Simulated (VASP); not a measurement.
TlSnH3: single point with PBE

TlSnH3:

```
CELL_PARAMETERS angstrom
4.55482 0.00000 0.00000
0.00000 4.55482 0.00000
0.00000 0.00000 8.42374
ATOMIC_POSITIONS crystal
Tl 0.50000 0.50000 0.78637
Tl 0.50000 0.50000 0.21363
Sn 0.00000 0.00000 0.31573
Sn 0.00000 0.00000 0.68427
H 0.25187 0.00000 0.50000
H 0.74813 0.00000 0.50000
H 0.00000 0.25187 0.50000
H 0.00000 0.74813 0.50000
H 0.50000 0.50000 0.50000
H 0.00000 0.00000 0.50000
```

The cell was built by a generator and needn't be a form met in nature.

The cell isn't the ideal one: random cell by space group and Wyckoff sites (P4/mmm, No. 123).

| Item | Value |
| --- | --- |
| Program | VASP 6.6.1 |
| Task | single point |
| Functional | PBE |
| Potentials or basis | VASP PAW PBE potentials, release 64 (Tl_d, Sn_d, H) |
| Cutoff | 520 eV |
| k mesh | 4 × 4 × 2 |
| Occupations | gaussian, width 0.1 eV |
| Spin | no spin polarisation |
| Dipole correction | no |
| Further INCAR settings | ALGO = Normal; EDIFF = 1e-06; NBANDS = 41 |

The pressure is 10.1 GPa, the largest force is 9.439 eV/Å and the band gap on the k mesh is none (metal or under the smearing width).

Forces on the atoms (eV/Å):
```
Tl   0.000  0.000 -0.415
Tl   0.000  0.000  0.415
Sn   0.000  0.000 -9.439
Sn   0.000  0.000  9.439
H    2.568  0.000  0.000
H   -2.568  0.000  0.000
H    0.000  2.568  0.000
H    0.000 -2.568  0.000
H    0.000  0.000  0.000
H    0.000  0.000  0.000
```

Stress tensor (GPa, compression positive):
```
 2.98  0.00  0.00
 0.00  2.98  0.00
 0.00  0.00 24.44
```

Levels at points of the mesh, in eV from the Fermi level:
| k point | band 28 | band 29 | band 30 | band 31 | band 32 | band 33 |
| --- | --- | --- | --- | --- | --- | --- |
| (0.00, 0.00, 0.00) | -2.35 | -1.17 | -0.04 | -0.04 | 1.21 | 1.34 |
| (0.50, 0.00, 0.00) | -1.53 | -0.61 | 0.90 | 1.34 | 1.35 | 2.23 |
| (0.50, 0.50, 0.00) | -2.11 | -2.11 | -2.09 | -0.68 | -0.68 | 1.87 |
| (0.00, 0.00, 0.50) | -1.17 | -1.12 | -0.25 | -0.25 | -0.11 | 1.78 |
| (0.50, 0.00, 0.50) | -0.84 | -0.60 | -0.17 | -0.17 | 1.28 | 2.64 |
| (0.50, 0.50, 0.50) | -2.39 | -2.39 | -1.05 | -0.09 | -0.09 | 1.02 |

It took 46 s on 1 thread of Intel(R) Xeon(R) 6975P-C (Granite Rapids), with other jobs on the host, peak memory 0.31 GiB.

Caveat: the k mesh is coarse (spacing up to 0.37 Å⁻¹), so the values aren't converged; forces of over 1 eV/Å show positions far from the minimum, so gaps and moduli don't describe the material at rest. Spin-orbit coupling is left out, which matters for the levels of Tl.
